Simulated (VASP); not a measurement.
A cell of PbO (litharge) near equilibrium:

```xyz
4
Lattice="3.9897 0.0000 0.0000 0.0000 3.9897 0.0000 0.0000 0.0000 5.0319" Properties=species:S:1:pos:R:3 pbc="T T T"
Pb     1.9949     0.0000     3.8459
Pb     0.0000     1.9949     1.1860
O      1.9949     1.9949     0.0000
O      0.0000     0.0000     0.0000
```

Level of theory: PBEsol GGA, VASP's PBE PAW potentials (set 64) (plane waves; VASP).

Without a dispersion term in the relaxation, distances and binding between the weakly bound layers, chains or molecules are unreliable, and so is what depends on them. Unless said otherwise, spin-orbit coupling is left out, though it shifts the bands of the heavy elements here.

```tsv
run	ΔE (meV/atom)	σxx	σyy	σzz	largest shear component, with its sign (GPa)	largest force (eV/Å)	gap (eV)
as it is	0.0	-0.03	-0.03	0.00	0.00	0.016	1.21
after one change	3.9	-1.08	-1.08	-1.76	0.00	0.610	1.08
```
Stress is in GPa, positive when the cell is compressed; gaps are those on the k-mesh, and 0.00 means metallic.

Problem. Which change was made?
A. uniaxial strain of +2.0 % along y
B. atom 1 (Pb) moved by -0.050 Å along z
C. atom 4 (O) moved by -0.050 Å along y
D. biaxial strain of +1.5 % in the xy plane

Solution. B, atom 1 (Pb) moved by -0.050 Å along z

The compound is PbO in the litharge structure.
